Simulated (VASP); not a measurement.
The system is Si3GeO8.

```
CELL_PARAMETERS angstrom
4.21367 0.00000 0.00000
0.00000 4.21367 2.74694
0.00000 -4.21367 2.74694
ATOMIC_POSITIONS crystal
Si 0.50000 0.00000 0.50000
Si 0.50000 0.50000 0.00000
Si 0.00000 0.00000 0.00000
Ge 0.00000 0.50000 0.50000
O 0.69423 0.34711 0.65289
O 0.69423 0.84711 0.15289
O 0.80577 0.34711 0.15289
O 0.80577 0.84711 0.65289
O 0.30577 0.15289 0.84711
O 0.30577 0.65289 0.34711
O 0.19423 0.15289 0.34711
O 0.19423 0.65289 0.84711
```

The cell comes from a database or a generator and needn't be the stable form of this composition.

| Property | Result |
| --- | --- |
| Program | VASP 6.6.1 |
| Task | relaxation of cell and atoms |
| Functional | PBEsol |
| Potentials or basis | VASP PAW PBE potentials, release 64 (Si, Ge_d, O) |
| Cutoff | 600 eV |
| k mesh | 8 × 7 × 7 |
| Occupations | gaussian, width 0.02 eV |
| Spin | no spin polarisation |

At the start: pressure 4.6 GPa; volume 8.13 Å³/atom.

Question: Where does the relaxation end?

Answer: Over 12 steps the energy falls by 38.4 meV/atom and the volume is 8.23 Å³/atom (+1.2 %); space group C2/m (No. 12, to 0.05 Å).

Step by step:
| step | energy change (eV) | largest force (eV/Å) | pressure (GPa) | volume (Å³) |
| --- | --- | --- | --- | --- |
| 1 | 0.0000 | 2.4441 | 4.63 | 97.54 |
| 2 | 0.0154 | 2.2672 | -5.02 | 100.89 |
| 3 | -0.4123 | 0.4895 | -1.60 | 99.12 |
| 4 | -0.4413 | 0.3930 | 1.55 | 98.25 |
| 5 | -0.4454 | 0.2848 | 0.70 | 98.48 |
| 6 | -0.4565 | 0.1701 | -0.06 | 98.76 |
| 7 | -0.4588 | 0.1212 | -0.59 | 98.97 |
| 8 | -0.4598 | 0.1280 | 0.42 | 98.64 |
| 9 | -0.4604 | 0.0552 | 0.04 | 98.77 |
| 10 | -0.4608 | 0.0133 | 0.01 | 98.74 |
| 11 | -0.4608 | 0.0140 | 0.01 | 98.74 |
| 12 | -0.4608 | 0.0080 | -0.04 | 98.74 |

Final structure:
```cif
data_structure
_symmetry_space_group_name_H-M 'P 1'
_symmetry_Int_Tables_number 1
_cell_length_a 4.2518
_cell_length_b 5.0494
_cell_length_c 5.0494
_cell_angle_alpha 114.374
_cell_angle_beta 90.373
_cell_angle_gamma 89.627
_cell_volume 98.74
loop_
_atom_site_label
_atom_site_type_symbol
_atom_site_fract_x
_atom_site_fract_y
_atom_site_fract_z
_atom_site_occupancy
Si1 Si 0.50000 0.00000 0.50000 1
Si2 Si 0.50000 0.50000 0.00000 1
Si3 Si 0.00000 0.00000 0.00000 1
Ge1 Ge 0.00000 0.50000 0.50000 1
O1 O 0.67917 0.34600 0.65400 1
O2 O 0.69960 0.84433 0.15567 1
O3 O 0.80146 0.33741 0.13912 1
O4 O 0.80146 0.86088 0.66259 1
O5 O 0.30040 0.15567 0.84433 1
O6 O 0.32083 0.65400 0.34600 1
O7 O 0.19854 0.13912 0.33741 1
O8 O 0.19854 0.66259 0.86088 1
```

Caveat: the PAW data sets were made with another functional, which shifts forces and pressure a little.
